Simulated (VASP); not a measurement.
Data:

```
CELL_PARAMETERS angstrom
      3.22015     0.00000     0.00000
     -1.61008     2.78873     0.00000
      0.00000     0.00000     5.08893
ATOMIC_POSITIONS crystal
  Hf 0.33333 0.66667 0.25000
  Hf 0.66667 0.33333 0.75000
```

Computed with PBE GGA, VASP's PBE PAW potentials (set 64) (plane waves; VASP). Settings: 300 eV cut-off, 16×16×9 Γ-centred mesh, Gaussian smearing of 0.14 eV, potentials Hf_pv.

At this cut-off the stress carries a Pulay error, which pulls relaxed volumes low. Energy and stress use the plane-wave basis of the starting cell.

### Question
The ions, cell shape and volume are relaxed. Give the cell that the relaxation ends in.

### Answer

```
CELL_PARAMETERS angstrom
      3.19792     0.00000     0.00000
     -1.59896     2.76948     0.00000
      0.00000     0.00000     5.05401
ATOMIC_POSITIONS crystal
  Hf 0.33333 0.66667 0.25000
  Hf 0.66667 0.33333 0.75000
```
Space group P6_3/mmc (194), at a tolerance of 0.03 Å.

### Question
How do energy and volume change from the first to the last step?

### Answer
The energy (σ→0) changes by -3.4 meV/atom and the volume by -2.1 %, in 3 ionic steps.

The structure comes from a computed database's Hf entry; how it stands against other phases isn't given here. This run relaxes it. Symmetry was kept, so distortions that lower it aren't found. The run is one of a series of settings (EDIFFG = -0.01, IBRION = 2, ISIF = 3, NSW = 50 against the base run), some of them coarse on purpose.
